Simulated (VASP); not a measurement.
# LaOF (space group P4/nmm): computed properties

These are r2SCAN meta-GGA, VASP's PBE PAW potentials (set 64) (plane waves; VASP) values and carry that method's errors.

```json
{
  "space_group": "P4/nmm (129)",
  "cell": "a = b = 4.0712 Å, c = 5.8167 Å, α = β = γ = 90.00°",
  "volume_per_atom": "16.07 Å³/atom",
  "band gap (over mesh and band path)": "5.09 eV",
  "smallest direct gap (over mesh and band path)": "5.17 eV",
  "band_edge_character": "indirect, A-Z at 0.40 to A-Z at 0.20",
  "density": "5.99 g/cm³"
}
```

```
LaFO
1.0
    4.07123     0.00000     0.00000
    0.00000     4.07123     0.00000
    0.00000     0.00000     5.81669
La O F
2 2 2
Direct
  0.50000   0.00000   0.71566
  0.00000   0.50000   0.28434
  0.00000   0.00000   0.50000
  0.50000   0.50000   0.50000
  0.50000   0.50000   0.00000
  0.00000   0.00000   0.00000
```

The path is coarsely sampled, so an indirect gap can come out somewhat too large.

The structure comes from a computed database's LaOF entry (P4/nmm); how it stands against other phases isn't given here. It was relaxed first. Symmetry was kept, so distortions that lower it aren't found.
